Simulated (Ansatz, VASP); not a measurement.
# Mg (Mg strained to the junction's net): VASP beside Ansatz

Wanted: the spread between two codes on one cell, functional and k mesh. The structure shown is the end of the Ansatz relaxation below.

Calculated with Ansatz 0.2.0; plane waves, with VASP 6.6.1 beside it; single point at PBE.

### 1. The starting structure

The structure is hexagonal, space group P6_3/mmc (No. 194). The conventional cell has a = 3.160 Å, b = 3.160 Å, c = 5.186 Å, α = 90.00°, β = 90.00°, γ = 120.00°. Nearest to Mg lie 12 Mg at 3.16 to 3.17 Å.

As a file:

```cif
data_structure
_symmetry_space_group_name_H-M 'P6_3/mmc'
_symmetry_Int_Tables_number 194
_cell_length_a 3.1600
_cell_length_b 3.1600
_cell_length_c 5.1859
_cell_angle_alpha 90.000
_cell_angle_beta 90.000
_cell_angle_gamma 120.000
_cell_volume 44.85
loop_
_atom_site_label
_atom_site_type_symbol
_atom_site_symmetry_multiplicity
_atom_site_Wyckoff_symbol
_atom_site_fract_x
_atom_site_fract_y
_atom_site_fract_z
_atom_site_occupancy
Mg1 Mg 2 d 0.33333 0.66667 0.75000 1
```

### 2. Ansatz: relaxation, PBE

Ansatz runs on its default PAW (the set named soft_2) files.

This run makes the geometry at which the two programs are then compared.

The input, input.yaml:

```yaml
crystal:
  lattice:
    - [3.16, 0.0, 0.0]
    - [-1.58, 2.736640276, 0.0]
    - [0.0, 0.0, 5.2241661442]
  atoms:
    - { symbol: Mg, position: [0.0, 0.0, 0.0] }
    - { symbol: Mg, position: [0.3333333333, 0.6666666667, 0.5] }
kpoints:
  mp_grid: { grid: [12, 12, 6] }
scf:
  occupations: { method: fermi_dirac, width: 0.1 }
  max_iter: 150
hamiltonian:
  xc: pbe
relax:
  f_tol: 0.01
  max_steps: 40
  cell: { fix: [a, b, angles] }
```

Launch:

```console
> ansatz run input.yaml --threads 4 --pin off --max-ram 12288MiB --backend cpu --events-out ev --progress --plain --runs-dir out
```

Numbers of over 12 decimals in the logs are rounded to 6 here.

The log of the run:

```text
Engine: ansatz 0.2.0, x86_64-unknown-linux-gnu
Pseudopotentials: kind: paw
Pseudopotential: Mg, paw, valence charge 10, recommended cutoff 420 eV (normal), Mg.paw.azcp
Functional definition: PBE
  parameter kappa = 0.804
  parameter beta = 0.066725
  exchange = pbe_x(kappa = kappa, mu = beta*pi^2/3)
  correlation = pbe_c(beta = beta)
Crystal: 2 atoms, lattice volume = 45.177 Å³
Basis set: ecut = 420 eV, 881 PW (Γ), exchange–correlation on 48×48×72 points (8 copies of the dense FFT grid, shifted against one another)
Bands: 14, of which v1, the nominal top of the filled ones, is band 10 counted from 1 (9 counted from 0)
Symmetry: 24 space group operations
Space group: P63/mmc (ITA 194), of the structure as read, at distance tolerance 3.6e-5 Å
k-points: 76 of 864
Non-local potential: Mg, projectors of the file, l = 0: 3, l = 1: 2, l = 2: 1
PAW form: soft (Blöchl's): semilocal exchange-correlation on the pseudo side does not see the compensation charge
PAW one-centre angular grid: Mg, 110 points (default); XC on 64 Gauss nodes
Initial density: superposition of atomic densities (neutral atoms: chi_scale 0, normalization atom), corrected by the library's trained network
Initial wavefunctions: pseudopotential atomic-orbital guess
Functional: x = pbe(κ = 0.804, μ = 0.219515), c = pbe(β = 0.066725)
SCF iter   1: F=—  HF=-3847.617008 eV  |F-HF|=—  |Δ(HF+E_count)|=         —  Δρ=7.92e-4  dr2=3.16e-4  ethr=1.77e-3  ⟨swp⟩=5.0  Hψ=5331  notcnv=0
preconditioner: auto → none  [metal: Δε(μ)=0.165 eV  Ē_g=6.986 eV  σ=0.100 eV  W_gap=0.34  n_scr=8 (ndim 8)  ℏωp=11.0 eV  f_vac=0.000  D(μ)=0.84/eV (n_scr^D=2)  sad-step TF]
SCF iter   2: F=—  HF=-3847.616636 eV  |F-HF|=—  |Δ(HF+E_count)|=   3.72e-4  Δρ=5.02e-4  dr2=1.25e-4  ethr=1.58e-6  ⟨swp⟩=2.1  Hψ=2248  notcnv=0
SCF iter   3: F=—  HF=-3847.616652 eV  |F-HF|=—  |Δ(HF+E_count)|=   1.58e-5  Δρ=2.29e-4  dr2=1.29e-5  ethr=6.25e-7  ⟨swp⟩=2.1  Hψ=1834  notcnv=0
SCF iter   4: F=—  HF=-3847.616672 eV  |F-HF|=—  |Δ(HF+E_count)|=   2.03e-5  Δρ=9.29e-5  dr2=2.02e-6  ethr=6.43e-8  ⟨swp⟩=2.9  Hψ=2080  notcnv=0
iter 5 did not close the SCF: its close was put off for the readings that it lacked (scf_convergence_deferred on its scf_iter line)
SCF iter   5: F=-3847.616670 eV  HF=-3847.616670 eV  |F-HF|=7.66e-9  |Δ(HF+E_count)|=   1.62e-6  Δρ=5.07e-6  dr2=5.23e-9  ethr=1.01e-8  ⟨swp⟩=2.0  Hψ=1705  notcnv=0
SCF iter   6: F=-3847.616670 eV  HF=-3847.616670 eV  |F-HF|=5.02e-10  |Δ(HF+E_count)|=   7.48e-9  Δρ=1.61e-6  dr2=5.51e-10  ethr=2.62e-11  ⟨swp⟩=2.0  Hψ=3765  notcnv=0
SCF 1 converged in 6 iterations: F = -3847.616670 eV  dr2 = 5.51e-10
  greatest PAW one-centre occupation: 1.000 electrons in one spin orbital (limit 2), on the Mg atom at site 1 (counted from 0), in its partial waves of l = 0
relax step   1: F+E_penalty+E_count = -3847.61667037 eV  Δ(F+E_penalty+E_count) = +0.000e0 eV  max|allowed force component| = 1.850e-17 eV/Å  Δτ_max = 0.0000 Å  P = +0.636 GPa  Ω = 45.177 Å³  fix = [a, b, alpha, beta, gamma]  reactions: a +1.260, b +1.260 GPa  (6 SCF iters, dr2 threshold 1.00e-7 eV, accepted)
[...]
relax step   2: F+E_penalty+E_count = -3847.61728278 eV  Δ(F+E_penalty+E_count) = -6.124e-4 eV  max|allowed force component| = 1.388e-17 eV/Å  Δτ_max = 0.0000 Å  P = +0.851 GPa  Ω = 44.918 Å³  energy of the carried Pulay correction = +5.319e-6 eV  fix = [a, b, alpha, beta, gamma]  reactions: a +1.342, b +1.342 GPa  (3 SCF iters, dr2 threshold 2.00e-7 eV, accepted)
[...]
relax step   3: F+E_penalty+E_count = -3847.61731290 eV  Δ(F+E_penalty+E_count) = -3.012e-5 eV  max|allowed force component| = 7.633e-17 eV/Å  Δτ_max = 0.0000 Å  P = +0.912 GPa  Ω = 44.846 Å³  energy of the carried Pulay correction = +6.791e-6 eV  fix = [a, b, alpha, beta, gamma]  reactions: a +1.365, b +1.365 GPa  (3 SCF iters, dr2 threshold 4.38e-8 eV, accepted)
[...]
relax step   4: F+E_penalty+E_count = -3847.61730528 eV  Δ(F+E_penalty+E_count) = +7.619e-6 eV  max|allowed force component| = 6.476e-17 eV/Å  Δτ_max = 0.0000 Å  P = +0.912 GPa  Ω = 44.846 Å³  fix = [a, b, alpha, beta, gamma]  reactions: a +1.365, b +1.365 GPa  stress off target by 4.45e-3 GPa on what of the cell is left free  SCF on the basis re-selected at this cell (its energy is not comparable with the rows above)  (4 SCF iters)
basis re-selected at this cell: Δ(F+E_penalty+E_count) = +7.619e-6 eV, ΔP = +0.000 GPa vs the last step (what re-selecting the basis moved, of the pressure what is left beyond the Pulay correction that the steps carried, after the strain that the cell walked since its last selection, with what the two solves' SCF thresholds leave and, on support functions, any second-order correction that the steps lacked; it is no m [...]
SCF converged after 4 iterations
Free energy (F): -3847.617305 eV
Harris-Foulkes:  -3847.617305 eV  (|F-HF|=0.00e0)
Internal energy: -3847.590585 eV  (E = F + TS)
E sigma→0 (E₀):  -3847.603945 eV
Entropy (-TS):   -0.026721 eV (-13.360 meV/atom)
Fermi energy:    5.827258 eV
--- Per-component energies (eV) ---
  E_band       = -710.595207
  E_kinetic    = 149.982259
  E_local      = -3222.237823  (includes V_loc(G=0)·N_el)
  E_nonlocal   = 191.374633
  E_hartree    = 1150.055635
  E_xc         = -57.016556
  E_vxc        = -73.561292  (∫ρ·V_xc dr)
  E_paw        = -584.919430  (= ΣΔE_a)
  E_vpaw       = -56.264252  (= ΣTr[D̂ρ^β])
  E_aug_tail   = -0.000007  (compensation charges beyond the density's cutoff)
  E_ewald      = -1474.829295
  E_smearing   = -0.026721  (= −TS)
  E_closure    = 0.000000  (closes the sum)
  Σ components = -3847.617305   (vs F -3847.617305, Δ=0.00e0)
--- Forces (eV/Å), atoms counted from 1 ---
  atom   1  Mg     0.00000000     0.00000000     0.00000000
  atom   2  Mg     0.00000000    -0.00000000     0.00000000
  max |Σ_I F_I| component: 0.00e0 eV/Å
--- Stress (GPa, compression-positive) ---
        1.365278       0.000000       0.000000
        0.000000       1.365278       0.000000
        0.000000       0.000000       0.004452
  P = ⅓ Tr σ = 0.9117 GPa (9.117 kbar)
--- Relaxed structure (3 steps of the walk, 3 accepted, 1 SCFs on fresh bases) ---
  F+E_penalty+E_count = -3847.61730528 eV   max|allowed force component| = 6.476e-17 eV/Å   (the final SCF, on the basis selected at the relaxed cell)
  cell:  # Å, volume = 44.8462 Å³
    - [3.160000, 0, 0.0]
    - [-1.580000, 2.736640, 0.0]
    - [0.0, 0.0, 5.185862]
  atoms:
    - { symbol: Mg, position: [9.251858539620026e-18, -5.0885221963063393e-17, 0.0] }
    - { symbol: Mg, position: [0.333333, 0.666667, 0.500000] }
```

In the SCF lines HF is the Harris–Foulkes energy and dr2 the Hartree energy of the density residual, in eV; the loop may stop once dr2 is under the threshold and the program's other checks hold. Hψ counts applications of the Hamiltonian.

### 3. VASP: single point, PBE

The same cell, functional, mesh and smearing now go to VASP, with its own data sets.

Lines of VASP's logs that name or quote its potential files are left out, and so is its time.

The input, INCAR:

```
SYSTEM = Mg
PREC = Accurate
ENCUT = 600
EDIFF = 1E-06
NELM = 120
ISMEAR = -1
SIGMA = 0.1
LREAL = .FALSE.
ALGO = Normal
GGA = PE
NBANDS = 8
LORBIT = 11
LWAVE = .FALSE.
LCHARG = .FALSE.
ISIF = 2
LASPH = .TRUE.
GGA_COMPAT = .FALSE.
```

The input, POSCAR:

```
Mg
1.0
    3.1600000000      0.0000000000      0.0000000000
   -1.5800000000      2.7366402760      0.0000000000
    0.0000000000      0.0000000000      5.1858622808
Mg
2
Direct
    0.0000000000      0.0000000000      0.0000000000
    0.3333333333      0.6666666667      0.5000000000
```

The input, KPOINTS:

```
Automatic mesh
0
Gamma
12 12 6
0 0 0
```

The projector-augmented-wave data sets are Mg (PBE family, release 64).

Launch:

```console
> mpirun -np 1 vasp_std
```

The log of the run:

```text
[banner, memory and clock lines left out]
running    1 mpi-ranks, on    1 nodes
 distrk:  each k-point on    1 cores,    1 groups
 distr:  one band on    1 cores,    1 groups

 POSCAR found type information on POSCAR Mg
 POSCAR found :  1 types and       2 ions
 LDA part: xc-table for (Slater+PW92), standard interpolation
 POSCAR, INCAR and KPOINTS ok, starting setup
 FFT: planning ... GRIDC
 FFT: planning ... GRID_SOFT
 FFT: planning ... GRID
 WAVECAR not read
 entering main loop
       N       E                     dE             d eps       ncg     rms          rms(c)
DAV:   1    -0.968738873842E-01   -0.96874E-01   -0.15361E+03  1216   0.391E+02
DAV:   2    -0.302409032006E+01   -0.29272E+01   -0.28414E+01  1616   0.247E+01
DAV:   3    -0.303958025731E+01   -0.15490E-01   -0.15427E-01  1664   0.230E+00
DAV:   4    -0.303962929190E+01   -0.49035E-04   -0.49033E-04  1736   0.106E-01
DAV:   5    -0.303962948649E+01   -0.19459E-06   -0.19456E-06  1624   0.471E-03    0.954E-01
DAV:   6    -0.303331378801E+01    0.63157E-02   -0.57802E-04  1552   0.214E-01    0.611E-01
DAV:   7    -0.302586377414E+01    0.74500E-02   -0.22183E-03  1272   0.369E-01    0.334E-02
DAV:   8    -0.302587447865E+01   -0.10705E-04   -0.15445E-05  1920   0.264E-02    0.729E-03
DAV:   9    -0.302587341094E+01    0.10677E-05   -0.11173E-06  1352   0.566E-03    0.616E-04
DAV:  10    -0.302587320138E+01    0.20956E-06   -0.44252E-09   928   0.475E-04
   1 F= -.30258732E+01 E0= -.30125366E+01  d E =-.266731E-01
```

Parts of OUTCAR (step 3):

```text
ion  position               nearest neighbor table
   1  0.000  0.000  0.000-   2 3.17   2 3.17   2 3.17   2 3.17   2 3.17   2 3.17
   2  0.333  0.667  0.500-   1 3.17   1 3.17   1 3.17   1 3.17   1 3.17   1 3.17

  LATTYP: Found a hexagonal cell.
 ALAT       =     3.1600000000
 C/A-ratio  =     1.6410956585

 Subroutine GETGRP returns: Found 24 space group operations
 (whereof 12 operations were pure point group operations)

The static configuration has the point symmetry D_3h.
 The point group associated with its full space group is D_6h.

 Found     76 irreducible k-points:

   k-points           NKPTS =     76   k-points in BZ     NKDIM =     76   number of bands    NBANDS=      8

   dimension x,y,z NGX =    28 NGY =   28 NGZ =   42
   dimension x,y,z NGXF=    56 NGYF=   56 NGZF=   84

   ENCUT  =  600.0 eV  44.10 Ry    6.64 a.u.   6.31  6.31 10.36*2*pi/ulx,y,z

   NELECT =       4.0000    total number of electrons

 k-points in reciprocal lattice and weights: Automatic mesh
   0.00000000  0.00000000  0.00000000       0.001
   0.08333333  0.00000000  0.00000000       0.007
   0.16666667  0.00000000  0.00000000       0.007
   0.25000000  0.00000000  0.00000000       0.007
   0.33333333 -0.00000000  0.00000000       0.007
   0.41666667  0.00000000  0.00000000       0.007
   0.50000000  0.00000000  0.00000000       0.003
   0.08333333  0.08333333  0.00000000       0.007
   0.16666667  0.08333333  0.00000000       0.014
[...]
0.33333333  0.25000000  0.50000000       0.014
   0.33333333  0.33333333  0.50000000       0.002

 average (electrostatic) potential at core
       1 -39.0658       2 -39.0658

 E-fermi :   2.7362

 k-point     1 :       0.0000    0.0000    0.0000
  band No.  band energies     occupation
      1      -4.2763      2.00000
      2       0.9791      2.00000
      3       1.4165      2.00000
      4      13.9485      0.00000
      5      13.9485      0.00000
      6      14.1370      0.00000
      7      14.1370      0.00000
      8      14.6534      0.00000

 k-point     2 :       0.0833    0.0000    0.0000
  band No.  band energies     occupation
      1      -4.1364      2.00000
      2       1.1067      2.00000
      3       1.5524      1.99999
      4      11.6490      0.00000
      5      12.7668      0.00000
      6      13.5396      0.00000
      7      15.4797      0.00000
      8      15.4907      0.00000

 k-point     3 :       0.1667    0.0000    0.0000
  band No.  band energies     occupation
      1      -3.7180      2.00000
      2       1.4898      1.99999
      3       1.9546      1.99919
      4       9.0766      0.00000
      5      11.7216      0.00000
      6      12.2729      0.00000
      7      13.8115      0.00000
      8      14.7043      0.00000

  Total        0.3466195      0.3466195     -0.0348315      0.0000000      0.0000000      0.0000000
  in kB       12.3833391     12.3833391     -1.2443914      0.0000000      0.0000000      0.0000000
  external PRESSURE =       7.8407623 kB  Pullay stress =       0.0000000 kB

  energy-cutoff  :      600.00
  volume of cell :       44.85
      direct lattice vectors                 reciprocal lattice vectors
     3.160000000  0.000000000  0.000000000     0.316455696  0.182705781  0.000000000
    -1.580000000  2.736640276  0.000000000     0.000000000  0.365411563  0.000000000
     0.000000000  0.000000000  5.185862281     0.000000000  0.000000000  0.192831962

 POSITION                                       TOTAL-FORCE (eV/Angst)
 -----------------------------------------------------------------------------------
      0.00000      0.00000      0.00000         0.000000      0.000000      0.000000
     -0.00000      1.82443      2.59293        -0.000000     -0.000000      0.000000
 -----------------------------------------------------------------------------------
    total drift:                               -0.000000      0.000000      0.000000

  FREE ENERGIE OF THE ION-ELECTRON SYSTEM (eV)
  ---------------------------------------------------
  free  energy   TOTEN  =        -3.0258732014 eV

  energy  without entropy=       -2.9992000586  energy(sigma->0) =       -3.01253663

 total charge
# of ion       s       p       d       tot
------------------------------------------
    1        0.210   0.130   0.012   0.352
    2        0.210   0.130   0.012   0.352
--------------------------------------------------
tot          0.420   0.260   0.024   0.704

[... 3 further parts left out ...]
```

The run ends at a pressure of 0.78 GPa.

### 4. Side by side

Known differences besides the potentials themselves: the data sets hold 20 valence electrons in Ansatz (on its default PAW (the set named soft_2) files) and 4 in VASP; the cutoff is 420 eV in Ansatz and 600 eV in VASP; Ansatz's pressure holds a Pulay correction, VASP's none. Total energies have different zeros and are not compared.

The two programs side by side:

| quantity | Ansatz | VASP | difference |
| --- | --- | --- | --- |
| pressure (GPa) | 0.91 | 0.78 | +0.13 |

### 5. Results

```
difference in pressure (single point, PBE) : 0.13 GPa
```

What this shows: The difference in pressure is 0.13 GPa (single point, PBE), within the 1 GPa picked in this series as the mark of a large difference. The data sets hold unlike numbers of valence electrons (20 in Ansatz and 4 in VASP), so part of the differences comes from the potentials. How closely two codes agree says nothing of how well the functional describes the real material.

[Lines on the potential files, build, host, timing and source positions are cut from VASP's logs without a mark.]

[Logs are printed without paths, hosts, clocks, repeated set-up lines and the standing remarks that a program may print on its own settings, such as how far it seeks lower states.]

[Hosts, paths, dates, database ids (printed as entryN), source tags and the programs' standing remarks are cut or masked in the printed files.]
